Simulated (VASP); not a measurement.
Energy against volume of NaCl (rock salt). Level of theory: TPSS meta-GGA, VASP's PBE PAW potentials (set 64) (plane waves; VASP 6.6.1). Numerical set-up: 520 eV cut-off, 8×8×8 Γ-centred mesh, Gaussian smearing of 0.050 eV, potentials Na_pv Cl.

| V (Å³/atom) | E (eV/atom) |
|---|---|
| 22.440 | -7.94753 |
| 23.134 | -7.94920 |
| 23.828 | -7.94796 |
| 24.522 | -7.94434 |

Fit these four points and predict the energy of the run at 21.746 Å³/atom.

A cubic in V^(−2/3), the third-order Birch-Murnaghan form, passes through the four points with V0 = 23.16 Å³/atom and B0 = 22 GPa, and gives -7.9423 eV/atom there. The run gave -7.9424 eV/atom, -0.1 meV/atom from the fit; all five points give B0 = 22 GPa.

The compound is NaCl in the rock salt structure. It was relaxed first.
